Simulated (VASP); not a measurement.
Consider the following.

```yaml
crystal:
  lattice:
    - [3.38879, 0.00000, 0.00000]
    - [0.00000, 3.38879, 0.00000]
    - [0.00000, 0.00000, 3.38879]
  atoms:
    - { symbol: Zn, position: [0.50000, 0.50000, 0.50000] }
    - { symbol: Au, position: [0.00000, 0.00000, 0.00000] }
```

Method: vdW-DF2, VASP's PBE PAW potentials (set 64) (plane waves; VASP). Numerical set-up: 520 eV cut-off, 11×11×11 Γ-centred mesh, first-order Methfessel-Paxton smearing of 0.10 eV, potentials Zn Au.

Give the stress tensor in GPa (positive for a compressed cell).

```
-3.06   0.00   0.00
 0.00  -3.06   0.00
 0.00   0.00  -3.06
```
The pressure is its mean diagonal, -3.06 GPa.

The compound is AuZn in the CsCl type structure. This cell is one point of a volume scan, at 1.06 of the reference volume. The electron count is odd and the run is not spin-polarised, which forces a metal.
